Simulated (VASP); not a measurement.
Calculation: SCAN meta-GGA, VASP's PBE PAW potentials (set 64) (plane waves; VASP).

A VASP calculation is set up with these files.

### POSCAR
```
PdIn
1
    3.2500000000     0.0000000000     0.0000000000
    0.0000000000     3.2500000000     0.0000000000
    0.0000000000     0.0000000000     3.2500000000
In Pd
1 1
Direct
  0.5000000000   0.5000000000   0.5000000000
  0.0000000000   0.0000000000   0.0000000000
```

**INCAR**
```
ALGO  =  Normal
EDIFF  =  1E-6
EDIFFG  =  -0.01
ENCUT  =  520
IBRION  =  2
ISIF  =  3
ISMEAR  =  1
LASPH  =  T
LCHARG  =  F
LMAXMIX  =  4
LMIXTAU  =  T
LREAL  =  F
LWAVE  =  F
METAGGA  =  SCAN
NELM  =  100
NSW  =  60
PREC  =  Accurate
SIGMA  =  0.1
SYSTEM  =  PdIn
```

KPOINTS:
```
Automatic mesh
0
Gamma
10 10 10
0 0 0
```

POTCAR, in this order: In_d Pd (PBE.64 set). Program: vasp_std.

Unless said otherwise, spin-orbit coupling is left out, though it shifts the bands of the heavy elements here.

Problem. What does the run give for the energy per atom (σ→0), volume per atom, band gap (on the k-mesh)?

Solution. 
```yaml
energy per atom (σ→0): -33.585 eV/atom
band gap (on the k-mesh): none (metal, semimetal or under 0.01 eV)
volume_per_atom: 17.28 Å³/atom
```

**OSZICAR**
```
...
DAV:   4    -0.671710630622E+02    0.80811E-05   -0.30886E-04  2468   0.292E-01    0.756E-02
DAV:   5    -0.671710444632E+02    0.18599E-04   -0.70202E-06  1824   0.269E-02    0.889E-02
DAV:   6    -0.671712630909E+02   -0.21863E-03   -0.59421E-05  1820   0.568E-02    0.335E-02
DAV:   7    -0.671712948588E+02   -0.31768E-04   -0.42515E-06  1862   0.161E-02    0.190E-02
DAV:   8    -0.671712829797E+02    0.11879E-04   -0.32530E-07   875   0.554E-03    0.191E-02
DAV:   9    -0.671712737490E+02    0.92307E-05   -0.26719E-06  1904   0.160E-02    0.440E-03
DAV:  10    -0.671712742778E+02   -0.52880E-06   -0.39990E-07   868   0.663E-03
   4 F= -.67171274E+02 E0= -.67170645E+02  d E =-.116075E-02
```

The compound is PdIn in the CsCl type structure. This run relaxes it. Symmetry was kept, so distortions that lower it aren't found. The electron count is odd and the run is not spin-polarised, which forces a metal.
